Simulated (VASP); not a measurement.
Computed with PBEsol GGA, VASP's PBE PAW potentials (set 64) (plane waves; VASP).

VASP ran on this input.

POSCAR:
```
BeMg3Te4
1
   -0.0362332635     6.2121408548     6.2862291637
    6.2121408548    -0.0362332635     6.2862291637
    3.0879537957     3.0879537957    -0.0000000000
Mg Te Be
3 4 1
Direct
  0.9971673805   0.9971673805   0.0056652391
  0.9967500282   0.5031265229   0.0001234487
  0.5031265229   0.9967500282   0.0001234487
  0.1257516310   0.1257516310   0.2484967378
  0.1562582195   0.6146650568   0.2290767236
  0.6146650568   0.1562582195   0.2290767236
  0.6069918941   0.6069918941   0.2860162117
  0.4992892667   0.4992892667   0.0014214666
```

KPOINTS:
```
Automatic mesh
0
Gamma
4 4 7
0 0 0
```

### INCAR
```
! general
SYSTEM  = BeMg3Te4
PREC    = Accurate
ENCUT   = 400   ! plane-wave cut-off (eV)
LREAL   = .False.   ! projection in real space or not
LASPH   = .True.   ! aspherical one-centre terms

! electronic loop
EDIFF   = 1E-7   ! SCF stop (eV)
NELM    = 100
ALGO    = Normal   ! blocked Davidson
LMAXMIX = 4   ! l cut-off of mixed one-centre charges

! smearing
ISMEAR  = -5   ! tetrahedra, Bloechl

! functional
GGA     = PS

! ions
ISIF    = 2   ! forces and stress, cell fixed

! output
LWAVE   = .False.
LCHARG  = .True.
LORBIT  = 11
NEDOS   = 601   ! DOS grid

! other
LEFG    = .True.
```

POTCAR, in this order: Mg Te Be (PBE.64 set). Program: vasp_std.

Unless said otherwise, spin-orbit coupling is left out, though it shifts the bands of the heavy elements here.

Task: What does the run give for the energy per atom (σ→0), band gap (on the k-mesh)?

Result: 
- energy per atom (σ→0) = -3.558 eV/atom
- band gap (on the k-mesh) = 2.07 eV

File OSZICAR:
```
...
DAV:   8    -0.284606440535E+02   -0.69519E-03   -0.34898E-02  1814   0.968E-01    0.510E-01
DAV:   9    -0.284612001704E+02   -0.55612E-03   -0.32509E-03  1899   0.299E-01    0.167E-01
DAV:  10    -0.284613026536E+02   -0.10248E-03   -0.81602E-04  1839   0.122E-01    0.547E-02
DAV:  11    -0.284613256982E+02   -0.23045E-04   -0.94414E-05  1889   0.529E-02    0.183E-02
DAV:  12    -0.284613399952E+02   -0.14297E-04   -0.30676E-05  1997   0.301E-02    0.794E-03
DAV:  13    -0.284613414708E+02   -0.14756E-05   -0.62868E-06  1874   0.127E-02    0.377E-03
DAV:  14    -0.284613415200E+02   -0.49233E-07   -0.37437E-07  1633   0.336E-03
   1 F= -.28461342E+02 E0= -.28461342E+02  d E =0.000000E+00
```

The structure was generated: BeMg3Te4 was put into an ordered model structure (Amm2), which need not be its known phase. It was relaxed first.
